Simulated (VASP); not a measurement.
Given:

```xyz
4
Lattice="4.5809 0.0000 0.0000 0.0000 4.4000 0.0000 0.0000 0.0000 20.9888" Properties=species:S:1:pos:R:3 pbc="T T T"
Sb     2.4699     0.0000    11.8895
Sb     4.4014     2.2000    11.8895
Sb     2.1110     0.0000     9.0993
Sb     0.1795     2.2000     9.0993
```

Method: PBEsol GGA, VASP's PBE PAW potentials (set 64) (plane waves; VASP). Run with 400 eV cut-off, Gaussian smearing of 0.050 eV, potentials Sb.

The cell holds a wide vacuum, so values per volume refer to the whole cell. Unless said otherwise, spin-orbit coupling is left out, though it shifts the bands of the heavy elements here.

Q: Give the energies of bands 4 to 13 at the high-symmetry points, in eV from the valence-band maximum.

A: 
| band | Γ | X | Z | U |
|---|---|---|---|---|
| 4 | -5.11 | -8.43 | -8.11 | -8.01 |
| 5 | -4.09 | -2.61 | -2.52 | -4.90 |
| 6 | -3.29 | -2.61 | -2.52 | -4.90 |
| 7 | -3.28 | -1.49 | -1.69 | -3.65 |
| 8 | -1.77 | -1.49 | -1.69 | -3.65 |
| 9 | -1.68 | -1.31 | -0.81 | -1.87 |
| 10 | -0.06 | -1.31 | -0.81 | -1.87 |
| 11 | 0.29 | 0.88 | 1.04 | 2.30 |
| 12 | 1.80 | 0.88 | 1.04 | 2.30 |
| 13 | 2.41 | 1.13 | 1.06 | 3.86 |

The gap is indirect, 0.29 eV, from the valence maximum at Γ-Z at 0.76 to the conduction minimum at Γ.

The cell is a sheet with vacuum, built from a generated structure.
